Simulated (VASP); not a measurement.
Consider the following.

```xyz
4
Lattice="3.8482 0.0000 0.0000 -1.9241 3.3326 0.0000 0.0000 0.0000 5.3634" Properties=species:S:1:pos:R:3 pbc="T T T"
Re     0.0000     0.0000     0.0000
Re     0.0000     0.0000     2.6817
S      0.0000     2.2218     1.3409
S      1.9241     1.1109     4.0226
```

These are PBE GGA, VASP's PBE PAW potentials (set 64) (plane waves; VASP) values and carry that method's errors. Run with 300 eV cut-off, 7×7×4 Γ-centred mesh, Fermi-Dirac smearing of 0.10 eV, potentials Re S.

Task: Give the energies of bands 3 to 16 at the high-symmetry points, in eV from the Fermi level.

Result: 
| band | Γ | M | K | A | L | H |
|---|---|---|---|---|---|---|
| 3 | -7.78 | -8.29 | -8.10 | -5.51 | -7.42 | -6.74 |
| 4 | -6.56 | -6.35 | -6.70 | -5.51 | -7.42 | -6.74 |
| 5 | -6.56 | -5.72 | -6.70 | -5.45 | -5.54 | -6.41 |
| 6 | -4.76 | -5.23 | -5.17 | -5.45 | -5.54 | -6.41 |
| 7 | -3.16 | -4.90 | -5.17 | -5.45 | -4.73 | -5.10 |
| 8 | -3.16 | -4.67 | -4.24 | -5.45 | -4.73 | -5.10 |
| 9 | -2.93 | -4.54 | -3.33 | -1.67 | -2.01 | -1.40 |
| 10 | -2.93 | -1.60 | -1.25 | -1.67 | -2.01 | -1.40 |
| 11 | -2.15 | -0.96 | -1.25 | -1.66 | -0.57 | -1.26 |
| 12 | -1.72 | -0.25 | -0.55 | -1.66 | -0.57 | -1.26 |
| 13 | -1.72 | -0.17 | 0.65 | -1.66 | -0.39 | 0.20 |
| 14 | 1.13 | 0.59 | 0.65 | -1.66 | -0.39 | 0.20 |
| 15 | 1.13 | 0.63 | 1.07 | 1.90 | 1.15 | 0.41 |
| 16 | 1.60 | 1.03 | 1.07 | 1.90 | 1.15 | 0.41 |

It has no gap at this level: it comes out as a metal or semimetal.

The structure was generated: ReS was put into an ordered model structure, which need not be its known phase. The cell was not relaxed at this level.
